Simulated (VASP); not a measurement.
Consider the following.

```xyz
3
Lattice="2.2316 -3.8458 0.0000 2.2316 3.8458 0.0000 0.0000 0.0000 5.0809" Properties=species:S:1:pos:R:3 pbc="T T T"
Se     0.5021     0.8653     3.3873
Se     3.4590     0.0000     0.0000
Se     0.5958    -0.8653     1.6936
```

These are PBE GGA, VASP's PBE PAW potentials (set 64) (plane waves; VASP 6.6.1) values and carry that method's errors. Run with 400 eV cut-off, KSPACING 0.16 per Å, Gaussian smearing of 0.050 eV, potentials Se.

Question: Give the force on each atom (eV/Å).

Answer: 
| atom | Fx | Fy | Fz |
|---|---|---|---|
| Se1 | -0.035 | -0.190 | 0.008 |
| Se2 | 0.475 | -0.079 | 0.078 |
| Se3 | -0.439 | 0.268 | -0.085 |

Question: Give the stress tensor in GPa (positive for a compressed cell).

Answer: 
```
-1.59   0.47  -0.42
 0.47  -0.90   0.28
-0.42   0.28  -1.58
```
The pressure is its mean diagonal, -1.35 GPa.

The compound is Se in the trig structure. The cell was not relaxed at this level, atoms are displaced from their ideal sites. The run is one of a series of settings (KGAMMA = .TRUE., KSPACING = 0.16, KPOINTS file removed against the base run), some of them coarse on purpose.
